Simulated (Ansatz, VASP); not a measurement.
**Al38P12O87 (glassy 76Al2O3-24P2O5 (mol %)): VASP beside Ansatz**

Wanted: the spread between two codes on one cell, functional and k mesh. The cell is taken from a series of runs on this material, whose earlier steps may have relaxed, scaled, displaced or heated it; both programs get it as it stands.

Program: Ansatz 0.2.0. Level of theory: plane waves, with VASP 6.6.1 beside it; single point at PBE. Results are calculated unless marked as measured.

### 1. The structure

The cell holds 137 atoms: 38 Al, 12 P and 87 O. Cell: a = 11.954 Å, b = 11.735 Å, c = 11.907 Å, α = 89.3°, β = 92.1°, γ = 87.8°. As first built, before any earlier steps moved the atoms (in the runner's words): 137 atoms (38 Al, 12 P, 87 O) placed at random at 2.77 g/cm^3, melted at 4000 K for 10 ps at fixed volume with the Morse and Coulomb pair potential with partial charges (Pedone, Malavasi, Menziani, Cormack and Segre, J. Phys. Chem. B 110, 11780 (2006)). Quenched from 4000 K to 300 K at 50 K/ps and fixed volume, held 10 ps at zero pressure.

### 2. VASP: single point, PBE

A single point gives forces, pressure and levels at one fixed geometry, so differences don't come from the geometry; what else differs is listed under the comparison.

Lines of VASP's logs that name or quote its potential files are left out, and so is its time.

The input, INCAR:

```
SYSTEM = Al38P12O87
PREC = Accurate
ENCUT = 600
EDIFF = 1E-06
NELM = 120
ISMEAR = 0
SIGMA = 0.01
LREAL = Auto
ALGO = Normal
GGA = PE
NBANDS = 443
LORBIT = 11
LWAVE = .FALSE.
LCHARG = .FALSE.
ISIF = 2
LASPH = .TRUE.
GGA_COMPAT = .FALSE.
EFERMI = MIDGAP
```

The input, POSCAR:

```
Al38P12O87
1.0
   11.9495800000      0.2302600000     -0.2173000000
    0.2302600000     11.7326700000      0.0791500000
   -0.2173000000      0.0791500000     11.9048600000
Al P O
38 12 87
Direct
    0.7262600000      0.1484100000      0.4013700000
    0.8801900000      0.0086400000      0.5725800000
    0.0963400000      0.4057600000      0.3327000000
    0.6139600000      0.3278200000      0.5559800000
    0.8243300000      0.4869400000      0.5799300000
    0.1144300000      0.0605700000      0.1558000000
    0.0972700000      0.0491900000      0.7119900000
    0.1298100000      0.2185800000      0.5257100000
    0.9074500000      0.4422700000      0.0180800000
    0.5511800000      0.9863900000      0.9237300000
    0.2783300000      0.8609700000      0.2639600000
    0.5064400000      0.2181100000      0.3253300000
    0.8772100000      0.6965400000      0.1521000000
    0.0128800000      0.8589800000      0.0220000000
    0.3258800000      0.0788300000      0.6022100000
    0.5053800000      0.4316000000      0.7818500000
    0.3098100000      0.1162800000      0.3326100000
    0.7060200000      0.8754100000      0.4299700000
    0.3671600000      0.2144000000      0.9430200000
    0.1342800000      0.2704200000      0.8608800000
    0.3446100000      0.7309500000      0.6197200000
    0.8868600000      0.6635700000      0.8802200000
    0.1952400000      0.0119000000      0.9264000000
    0.1459200000      0.3194500000      0.0943700000
    0.4922000000      0.1890700000      0.7513800000
    0.7353800000      0.8680800000      0.7381800000
    0.8080700000      0.0186400000      0.9578400000
    0.9930100000      0.8630800000      0.7943700000
    0.8839000000      0.2618400000      0.6153800000
    0.0889900000      0.5863800000      0.9657900000
[... 101 atom lines left out ...]
    0.6943200000      0.9636800000      0.8662300000
    0.5004100000      0.1268800000      0.8860700000
    0.9360700000      0.8278800000      0.1363100000
    0.0956400000      0.5718900000      0.6225700000
    0.2029700000      0.5820500000      0.8726100000
    0.8277800000      0.3793100000      0.9064700000
```

The input, KPOINTS:

```
Automatic mesh
0
Gamma
1 1 1
0 0 0
```

PAW data sets: Al, P and O (PBE family, release 64).

Launch:

```
$ export OMP_NUM_THREADS=3
$ mpirun -np 1 vasp_gam
```

Numbers of over 12 decimals in the logs are rounded to 6 here.

The log of the run:

```text
[banner, memory and clock lines left out]
running    1 mpi-ranks, on    1 nodes
[...]
Offloading initialized ...    1 GPUs detected
[...]
LDA part: xc-table for (Slater+PW92), standard interpolation
 POSCAR, INCAR and KPOINTS ok, starting setup
[...]
entering main loop
       N       E                     dE             d eps       ncg     rms          rms(c)
DAV:   1     0.672570994088E+04    0.67257E+04   -0.44521E+05   886   0.173E+03
DAV:   2    -0.541581175105E+03   -0.72673E+04   -0.70260E+04  1089   0.391E+02
DAV:   3    -0.113866947491E+04   -0.59709E+03   -0.59281E+03  1044   0.118E+02
DAV:   4    -0.115109144626E+04   -0.12422E+02   -0.12365E+02  1044   0.184E+01
[...]
DAV:  17    -0.100646771108E+04    0.16910E-04   -0.22754E-04  1060   0.375E-02    0.246E-02
DAV:  18    -0.100646770494E+04    0.61379E-05   -0.60134E-05  1060   0.178E-02    0.111E-02
DAV:  19    -0.100646770526E+04   -0.31295E-06   -0.74371E-06  1036   0.533E-03
   1 F= -.10064677E+04 E0= -.10064677E+04  d E =0.000000E+00
```

Parts of OUTCAR (step 2):

```text
  Total       -6.3481601     -6.1473945     -6.5781356      0.0215925     -0.1133532      0.1323894
  in kB       -6.0983833     -5.9055172     -6.3193102      0.0207430     -0.1088932      0.1271803
  external PRESSURE =      -6.1077369 kB  Pullay stress =       0.0000000 kB

 POSITION                                       TOTAL-FORCE (eV/Angst)
[...]
0.45245      9.11573      8.08408         0.051758     -0.054002     -0.064467
     10.29555      4.29886      1.30601         0.009037      0.012190      0.093168
      7.19466      5.35652      0.97680        -0.021515     -0.085383     -0.029036
      4.01681      5.66435      5.05440         0.077239      0.002742      0.057074
      9.06321      7.22817      7.63075        -0.062494     -0.002815      0.076897
      1.34729      4.17735      5.54067        -0.001012      0.002802      0.004190
      7.11507      2.71597      5.34035        -0.004363      0.004774     -0.011415
     11.71983      3.31804     10.13440        -0.102606      0.012771     -0.002805
     11.14193      5.05110      7.55744         0.002947     -0.013413      0.010296
      4.93704     10.20841      6.83440         0.008564      0.019434     -0.085345
      9.77497      1.96154      6.08013         0.008693      0.005791     -0.006139
      2.61099      3.54541     11.57897         0.004030     -0.005757      0.014278
      9.43160     11.91044      4.24890         0.000722     -0.000248      0.001945
      7.64557      9.07377      8.56117         0.035081     -0.069007      0.017278
[...]
-----------------------------------------------------------------------------------
    total drift:                                0.044369     -0.010932      0.000642

  FREE ENERGIE OF THE ION-ELECTRON SYSTEM (eV)
  ---------------------------------------------------
  free  energy   TOTEN  =     -1006.4677052554 eV

  energy  without entropy=    -1006.4677052554  energy(sigma->0) =    -1006.46770526

[... 3 further parts left out ...]
[key lines of the parts left out:]
E-fermi :   4.4003
```

The run ends at a pressure of -0.61 GPa, with forces up to 0.13 eV/Å.

### 3. Ansatz: single point, PBE

Ansatz runs on its default PAW (the set named soft_2) files.

The same cell, functional and mesh now go to Ansatz, which takes its cutoff from its data sets.

The input, input.yaml:

```yaml
crystal:
  lattice:
    - [11.94958, 0.23026, -0.2173]
    - [0.23026, 11.73267, 0.07915]
    - [-0.2173, 0.07915, 11.90486]
  atoms:
    - { symbol: Al, position: [0.72626, 0.14841, 0.40137] }
    - { symbol: Al, position: [0.88019, 0.00864, 0.57258] }
    - { symbol: Al, position: [0.09634, 0.40576, 0.3327] }
    - { symbol: Al, position: [0.61396, 0.32782, 0.55598] }
    - { symbol: Al, position: [0.82433, 0.48694, 0.57993] }
    - { symbol: Al, position: [0.11443, 0.06057, 0.1558] }
    - { symbol: Al, position: [0.09727, 0.04919, 0.71199] }
    - { symbol: Al, position: [0.12981, 0.21858, 0.52571] }
    - { symbol: Al, position: [0.90745, 0.44227, 0.01808] }
    - { symbol: Al, position: [0.55118, 0.98639, 0.92373] }
    - { symbol: Al, position: [0.27833, 0.86097, 0.26396] }
    - { symbol: Al, position: [0.50644, 0.21811, 0.32533] }
    - { symbol: Al, position: [0.87721, 0.69654, 0.1521] }
    - { symbol: Al, position: [0.01288, 0.85898, 0.022] }
    - { symbol: Al, position: [0.32588, 0.07883, 0.60221] }
    - { symbol: Al, position: [0.50538, 0.4316, 0.78185] }
    - { symbol: Al, position: [0.30981, 0.11628, 0.33261] }
    - { symbol: Al, position: [0.70602, 0.87541, 0.42997] }
    - { symbol: Al, position: [0.36716, 0.2144, 0.94302] }
    - { symbol: Al, position: [0.13428, 0.27042, 0.86088] }
    - { symbol: Al, position: [0.34461, 0.73095, 0.61972] }
    - { symbol: Al, position: [0.88686, 0.66357, 0.88022] }
    - { symbol: Al, position: [0.19524, 0.0119, 0.9264] }
    - { symbol: Al, position: [0.14592, 0.31945, 0.09437] }
    - { symbol: Al, position: [0.4922, 0.18907, 0.75138] }
    - { symbol: Al, position: [0.73538, 0.86808, 0.73818] }
    - { symbol: Al, position: [0.80807, 0.01864, 0.95784] }
    - { symbol: Al, position: [0.99301, 0.86308, 0.79437] }
    - { symbol: Al, position: [0.8839, 0.26184, 0.61538] }
    - { symbol: Al, position: [0.08899, 0.58638, 0.96579] }
[... 101 atom lines left out ...]
    - { symbol: O, position: [0.69432, 0.96368, 0.86623] }
    - { symbol: O, position: [0.50041, 0.12688, 0.88607] }
    - { symbol: O, position: [0.93607, 0.82788, 0.13631] }
    - { symbol: O, position: [0.09564, 0.57189, 0.62257] }
    - { symbol: O, position: [0.20297, 0.58205, 0.87261] }
    - { symbol: O, position: [0.82778, 0.37931, 0.90647] }
kpoints:
  mp_grid: { grid: [1, 1, 1] }
hamiltonian:
  xc: pbe
scf:
  occupations: { method: fixed }
output:
  forces: true
  stress: true
  populations: intrinsic
  dos:
    method: { smearing: { sigma: 0.1 } }
    de: 0.1
    projected: { site_lists: { Al: [Al], O: [O], P: [P] } }
  eigenvalues: true
  write_density: true
  write_potential: true
  volumetric_format: npy
```

Launch:

```
$ ansatz run input.yaml --threads 4 --pin off --max-ram 8192MiB --backend cpu --events-out ev --progress --plain --runs-dir out
```

The log of the run:

```text
Engine: ansatz 0.2.0, x86_64-unknown-linux-gnu
Pseudopotentials: kind: paw
Pseudopotential: Al, paw, valence charge 3, recommended cutoff 420 eV (normal), Al.paw.azcp
Pseudopotential: P, paw, valence charge 5, recommended cutoff 420 eV (normal), P.paw.azcp
Pseudopotential: O, paw, valence charge 6, recommended cutoff 420 eV (normal), O.paw.azcp
Functional definition: PBE
  parameter kappa = 0.804
  parameter beta = 0.066725
  exchange = pbe_x(kappa = kappa, mu = beta*pi^2/3)
  correlation = pbe_c(beta = beta)
Crystal: 137 atoms, lattice volume = 1667.799 Å³
Basis set: ecut = 420 eV, 32589 PW (Γ), exchange–correlation on 160×160×160 points (8 copies of the dense FFT grid, shifted against one another)
Bands: 485, of which v1, the nominal top of the filled ones, is band 348 counted from 1 (347 counted from 0)
Symmetry: 1 space group operations
Space group: P1 (ITA 1), of the structure as read, at distance tolerance 1.2e-4 Å
k-points: 1
Non-local potential: Al, projectors of the file, l = 0: 2, l = 1: 2, l = 2: 1
Non-local potential: P, projectors of the file, l = 0: 2, l = 1: 2, l = 2: 2
Non-local potential: O, projectors of the file, l = 0: 2, l = 1: 2, l = 2: 1
PAW form: soft (Blöchl's): semilocal exchange-correlation on the pseudo side does not see the compensation charge
PAW one-centre angular grid: Al, 110 points (default); XC on 64 Gauss nodes
PAW one-centre angular grid: P, 110 points (default); XC on 64 Gauss nodes
PAW one-centre angular grid: O, 110 points (default); XC on 64 Gauss nodes
Initial density: superposition of atomic densities (neutral atoms: chi_scale 0, normalization atom), corrected by the library's trained network
Initial wavefunctions: pseudopotential atomic-orbital guess
Functional: x = pbe(κ = 0.804, μ = 0.219515), c = pbe(β = 0.066725)
SCF iter   1: F=—  HF=-79009.416669 eV  |F-HF|=—  |Δ(HF+E_count)|=         —  Δρ=2.22e-3  dr2=1.28e-1  ethr=1.77e-3  ⟨swp⟩=5.0  Hψ=1930  notcnv=0  defer=132
preconditioner: auto → Resta (q_TF=auto, 2.358 Å⁻¹)  ε∞=3.2  [insulator: Δε(μ)=3.804 eV  Ē_g=16.014 eV  n_scr=368 (ndim 8)  ℏωp=24.0 eV  f_vac=0.098  ε∞_Penn≈3.2]
SCF iter   2: F=—  HF=-79009.412027 eV  |F-HF|=—  |Δ(HF+E_count)|=   4.64e-3  Δρ=1.18e-3  dr2=3.17e-2  ethr=1.84e-5  ⟨swp⟩=3.0  Hψ=823  notcnv=0  defer=135
SCF iter   3: F=—  HF=-79009.415345 eV  |F-HF|=—  |Δ(HF+E_count)|=   3.32e-3  Δρ=5.20e-4  dr2=7.74e-3  ethr=4.56e-6  ⟨swp⟩=3.0  Hψ=613  notcnv=0  defer=135
SCF iter   4: F=—  HF=-79009.414661 eV  |F-HF|=—  |Δ(HF+E_count)|=   6.84e-4  Δρ=1.80e-4  dr2=6.20e-4  ethr=1.11e-6  ⟨swp⟩=3.0  Hψ=624  notcnv=0  defer=135
SCF iter   5: F=—  HF=-79009.414734 eV  |F-HF|=—  |Δ(HF+E_count)|=   7.33e-5  Δρ=1.20e-4  dr2=1.97e-4  ethr=8.91e-8  ⟨swp⟩=3.0  Hψ=771  notcnv=0  defer=135
SCF iter   6: F=—  HF=-79009.414708 eV  |F-HF|=—  |Δ(HF+E_count)|=   2.65e-5  Δρ=2.86e-5  dr2=1.22e-5  ethr=2.83e-8  ⟨swp⟩=2.0  Hψ=695  notcnv=0  defer=135
SCF iter   7: F=—  HF=-79009.414796 eV  |F-HF|=—  |Δ(HF+E_count)|=   8.80e-5  Δρ=1.30e-5  dr2=2.57e-6  ethr=1.75e-9  ⟨swp⟩=3.0  Hψ=862  notcnv=0  defer=134
SCF iter   8: F=—  HF=-79009.414797 eV  |F-HF|=—  |Δ(HF+E_count)|=   1.38e-6  Δρ=7.10e-6  dr2=6.85e-7  ethr=3.70e-10  ⟨swp⟩=3.0  Hψ=692  notcnv=0  defer=134
SCF iter   9: F=-79009.414797 eV  HF=-79009.414797 eV  |F-HF|=9.21e-9  |Δ(HF+E_count)|=   5.74e-8  Δρ=2.21e-6  dr2=6.86e-8  ethr=1.44e-11  ⟨swp⟩=27.0  Hψ=5735  notcnv=0
SCF 1 converged in 9 iterations: F = -79009.414797 eV  dr2 = 6.86e-8
  greatest PAW one-centre occupation: 0.869 electrons in one spin orbital (limit 2), on the O atom at site 87 (counted from 0), in its partial waves of l = 0
SCF converged after 9 iterations
Free energy (F): -79009.414797 eV
Harris-Foulkes:  -79009.414797 eV  (|F-HF|=9.21e-9)
Internal energy: -79009.414797 eV  (E = F + TS)
E sigma→0 (E₀):  -79009.414797 eV
Fermi energy:    3.835550 eV
--- Per-component energies (eV) ---
  E_band       = -2329.817075
  E_kinetic    = 17379.157659
  E_local      = -43036.636765  (includes V_loc(G=0)·N_el)
  E_nonlocal   = 4900.397823
  E_hartree    = 15978.587592
  E_xc         = -8747.186309
  E_vxc        = -10125.300756  (∫ρ·V_xc dr)
  E_paw        = -38402.250717  (= ΣΔE_a)
  E_vpaw       = -3404.825141  (= ΣTr[D̂ρ^β])
  E_aug_tail   = 0.219574  (compensation charges beyond the density's cutoff)
  E_ewald      = -27081.703654
  E_smearing   = -0.000000  (= −TS)
  E_closure    = -0.000000  (closes the sum)
  Σ components = -79009.414797   (vs F -79009.414797, Δ=0.00e0)
--- Forces (eV/Å), atoms counted from 1 ---
  atom   1  Al    -0.00141890     0.00064424     0.00077350
  atom   2  Al     0.00289738     0.00048452     0.00158211
  atom   3  Al    -0.00297410     0.00267173    -0.00130213
  atom   4  Al     0.00351387    -0.00015690    -0.00171580
  atom   5  Al    -0.00417142     0.00150189     0.00166354
  atom   6  Al     0.00065456    -0.00055883    -0.00061912
[...]
atom 126  O      0.00084010     0.00086975     0.00073597
  atom 127  O      0.00038756    -0.00213046    -0.00117007
  atom 128  O      0.00006982    -0.00103018     0.00125458
  atom 129  O      0.00030715    -0.00076087     0.00323070
  atom 130  O     -0.00071988    -0.00008794     0.00189268
  atom 131  O     -0.00216834    -0.00355175     0.00011192
  atom 132  O     -0.00035077     0.00124182     0.00198421
  atom 133  O      0.00064019     0.00291388    -0.00026757
  atom 134  O      0.00169796     0.00089971    -0.00090153
  atom 135  O     -0.00076195    -0.00102202     0.00073436
  atom 136  O      0.00192551    -0.00053560     0.00013860
  atom 137  O      0.00128740     0.00139713     0.00107145
  max |Σ_I F_I| component: 2.68e-4 eV/Å
--- Stress (GPa, compression-positive) ---
        0.003627      -0.000399      -0.002706
       -0.000393      -0.001947       0.000346
       -0.002716       0.000353       0.000050
  P = ⅓ Tr σ = 0.0006 GPa (0.006 kbar)
--- Band table (eV) ---
  k-point 0: bands = [... 344 lower, 3.6194, 3.7042, 3.7459, 3.8356, 7.6562, 8.9379, 9.0552, 9.1756, ... 133 higher]
--- intrinsic populations: 137 sites ---
  site symbol       q [e]
     0     Al      1.6544
     1     Al      1.6440
     2     Al      1.6541
     3     Al      1.6145
     4     Al      1.5990
     5     Al      1.6718
     6     Al      1.6750
     7     Al      1.6790
     8     Al      1.6292
     9     Al      1.6447
    10     Al      1.6546
    11     Al      1.6646
    12     Al      1.6361
    13     Al      1.6636
    14     Al      1.6673
    15     Al      1.6710
    16     Al      1.6805
    17     Al      1.6563
    18     Al      1.6732
    19     Al      1.6451
    20     Al      1.5785
    21     Al      1.6734
    22     Al      1.5935
    23     Al      1.6647
[...]
129      O      6.8868
   130      O      6.8861
   131      O      6.8768
   132      O      6.9146
   133      O      6.9440
   134      O      6.8892
   135      O      6.8925
   136      O      6.8782
  spilling = 0.000000 (of n_electrons = 696.000000)
```

The column dr2 measures how far the density is from self-consistency, as an energy; F and HF (Harris–Foulkes) agree once it is small.

### 4. Comparison

Known differences besides the potentials themselves: fixed occupations in Ansatz, narrow Gaussian smearing in VASP; the cutoff is 420 eV in Ansatz and 600 eV in VASP (PREC = Accurate, projectors in real space). Total energies have different zeros and are not compared.

Compared:

| quantity | Ansatz | VASP | difference |
| --- | --- | --- | --- |
| pressure (GPa) | 0.00 | -0.61 | +0.61 |
| gap on the k mesh (eV) | 3.821 | 3.807 | +0.013 |

Forces on 7 of the 137 atoms, those with the largest forces and the largest differences (eV/Å; atoms numbered as in POSCAR):

| atom | Ansatz x, y, z | VASP x, y, z |
| --- | --- | --- |
| P39 | -0.001, -0.001, 0.004 | -0.014, 0.112, 0.016 |
| O60 | 0.001, 0.000, 0.000 | 0.049, 0.070, -0.086 |
| O108 | 0.001, 0.001, 0.000 | -0.032, -0.104, -0.063 |
| O115 | 0.003, 0.001, -0.002 | 0.020, 0.117, -0.014 |
| O122 | -0.003, -0.001, 0.002 | -0.100, -0.047, 0.054 |
| O130 | -0.001, 0.000, 0.002 | -0.044, -0.016, 0.106 |
| O131 | -0.002, -0.004, 0.000 | 0.096, 0.052, 0.016 |

The forces differ by 35 meV/Å r.m.s., where the r.m.s. force is 0.002 eV/Å in Ansatz and 0.035 eV/Å in VASP: the atoms lie near their places of rest in Ansatz, so a percentage would say little (all taken over all components). A gap on the mesh is an upper bound, since the band edges may lie between its points.

### 5. What came out

| Quantity | Value |
| --- | --- |
| r.m.s. force difference (single point, PBE) | 35 meV/Å |
| difference in pressure (single point, PBE) | 0.61 GPa |

What this shows: The r.m.s. force difference is 35 meV/Å (single point, PBE), beyond the 12 meV/Å picked in this series as the mark of a large difference. What causes the difference of the single point, PBE pair stays open here. Such differences can come from data sets, numerical settings and the points named under the comparisons, not from the functional's error against experiment.

[Lines on the potential files, build, host, timing and source positions are cut from VASP's logs without a mark.]

[Logs are printed without paths, hosts, clocks, repeated set-up lines and the standing remarks that a program may print on its own settings, such as how far it seeks lower states.]

[Hosts, paths, dates, database ids (printed as entryN), source tags and the programs' standing remarks are cut or masked in the printed files.]
